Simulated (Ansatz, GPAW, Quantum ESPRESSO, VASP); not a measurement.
Code comparison for TeO3 (P1, 8 atoms in the cell)

Self-consistent single point, at a second geometry (atoms moved at random). First geometry:

```
TeO3
1.0
    2.58459    -4.47419     0.00000
    2.58459     4.47419     0.00000
   -1.63800     0.00000     4.80206
Te O
2 6
Cartesian
  2.58459   2.98473   0.00000
  2.58459  -2.98473   0.00000
 -0.03178   1.69473   3.72563
  3.56295  -1.69473   1.07643
  3.56295   1.69473   1.07643
 -0.03178  -1.69473   3.72563
  0.61906   0.00000   1.08354
  2.91211   0.00000   3.71852
```

Second geometry:
```
TeO3
1.0
    2.58459    -4.47419     0.00000
    2.58459     4.47419     0.00000
   -1.63800     0.00000     4.80206
Te O
2 6
Cartesian
  2.57167   3.02375   0.00146
  2.61850  -3.00113  -0.03638
  0.03790   1.64764   3.72923
  3.64600  -1.63739   1.08088
  3.49311   1.69485   1.12327
 -0.03044  -1.72634   3.64389
  0.60666  -0.02930   1.12755
  2.81928   0.02792   3.73629
```

Shared settings, as Ansatz (a quantum-chemistry and plane-wave program) writes them: kpoints.mp_grid.grid = 4 4 4; scf.occupations.method = fermi_dirac; scf.occupations.width = 0.05 eV. Potentials and cutoffs stand in the table.

| code | model | ΔF from the first geometry (meV/atom) | pressure (GPa) | largest force (eV/Å) | gap on the mesh (eV) | cutoff |
|---|---|---|---|---|---|---|
| Quantum ESPRESSO | PBEsol, GBRV 1.5 ultrasoft (PBESOL) pseudopotentials | 18.6 | 13.23 | 3.713 | 1.910 | 40 Ry |
| GPAW | PBEsol, GPAW PAW datasets PBEsol (made by gpaw-setup) | 53.8 | – | 2.529 | 1.952 | 950 eV |
| Ansatz | PBEsol, default PAW files made with PBE | 46.9 | -0.06 | 2.627 | 1.983 | default |
| VASP | PBEsol, VASP's PBE PAW potentials (set 64) | 47.3 | -4.54 | 2.721 | 1.939 | 400 eV |

Size of the force on each atom (eV/Å): Sizes of forces hide their directions.

```tsv
code	Te1	Te2	O3	O4	O5	O6	O7	O8
Quantum ESPRESSO	3.503	3.121	1.506	3.713	1.570	0.714	1.984	1.830
GPAW	2.529	2.336	0.719	2.181	2.059	1.026	1.204	0.705
Ansatz	2.627	2.411	0.637	2.305	1.886	0.822	1.161	0.678
VASP	2.721	2.489	0.642	2.420	1.887	0.792	1.207	0.702
```

A dash marks a value that a program does not give, or that is left out as unsure.

Gaps are read on the mesh.

On Ansatz's run: spin-orbit coupling is off.

The spread over the programs that give each value: ΔF from the first geometry within 35.2 meV/atom; pressure within 17.77 GPa; largest force within 1.184 eV/Å; gap on the mesh within 0.073 eV.

Ansatz's pressure is given at a fixed set of plane waves, as the other plane-wave codes print theirs; with its correction for the finite basis it is 0.65 GPa (the shift of 0.71 GPa shows how far the cutoff is from converged). The pressure of GPAW is left out: its cutoff lies under the one at which its stress was checked. In the force vectors, Quantum ESPRESSO (by 1.764) and GPAW (by 0.369) lie more than 0.08 eV/Å from the median of the plane-wave programs.

VASP's run is marked for a possible Pulay error in its stress at this cutoff; no cutoff test was made.

The starting cell comes from a database of computed structures (which also holds hypothetical and non-ambient phases and stackings), without a prior relaxation at this level. For this run, on top of that: atoms moved at random.

Left out of this page: CP2K (unsound by tests on forces, stress, charge or solver warnings); SIESTA (not drawn, or without a comparable value).

Keys are those of Ansatz 0.2.
